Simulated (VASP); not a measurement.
```
GaAs
1.0
    0.00000     2.83283     2.83283
    2.83283     0.00000     2.83283
    2.83283     2.83283     0.00000
Ga As
1 1
Cartesian
  0.00000   0.00000   0.00000
  1.41642   1.41642   1.41642
```

The numbers are results of PBE GGA with D4 dispersion, VASP's PBE PAW potentials (set 64) (plane waves; VASP 6.6.1), not measurements. Numerical set-up: 520 eV cut-off, 9×9×9 Γ-centred mesh, tetrahedra with Blöchl corrections, potentials Ga_d As.

Question: Predict the energy per atom (σ→0), band gap (on the k-mesh) with the smallest direct gap where there is one.

Answer: 
```
Item                                          Value
-----------------------------------  --------------
band gap (on the k-mesh)                    0.47 eV
smallest direct gap (on the k-mesh)         0.47 eV
energy per atom (σ→0)                -4545 meV/atom
```

Only differences to runs with the same potentials and settings are physical.

The compound is GaAs in the zinc blende structure. It was relaxed first.
